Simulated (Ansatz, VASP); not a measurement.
ZnRe in VASP and in Ansatz

```
Zn Re
1.0
     2.90120    0.00000    0.00000
    -1.45060    2.51252    0.00000
     0.00000    0.00000    4.03260
Zn Re
1 1
Direct
  0.00000 0.00000 0.00000
  0.33333 0.66667 0.50000
```

Alike in both runs: task single point; functional PBEsol; k mesh 21 × 21 × 12; occupations gaussian, width 0.15 eV; no spin polarisation.

|  | VASP | Ansatz |
| --- | --- | --- |
| version | VASP 6.6.1 | Ansatz 0.2.0 |
| potentials or method | VASP PAW PBE potentials, release 64 (Zn, Re) | scalar-relativistic, plane waves, PAW |
| plane-wave cutoff (eV) | 520 | 420 |
| valence electrons in the cell | 19 | 27 |

Ansatz gave:

* gap on the k mesh at the Fermi level (eV): none
* pressure (GPa): -9.1
* largest component of the traceless stress (GPa): 23.06

Q: Estimate VASP's values.

A: gap on the k mesh at the Fermi level (eV): none; pressure (GPa): -8.8; largest component of the traceless stress (GPa): 23.24.

A gap of «none» marks a metal or a gap that the smearing closes. The two sets of potentials don't hold the same shells in valence.

Caveats: the PAW data sets were made with another functional, which shifts forces and pressure a little (VASP). The runs have no spin-orbit coupling, so splittings on Re are missing.
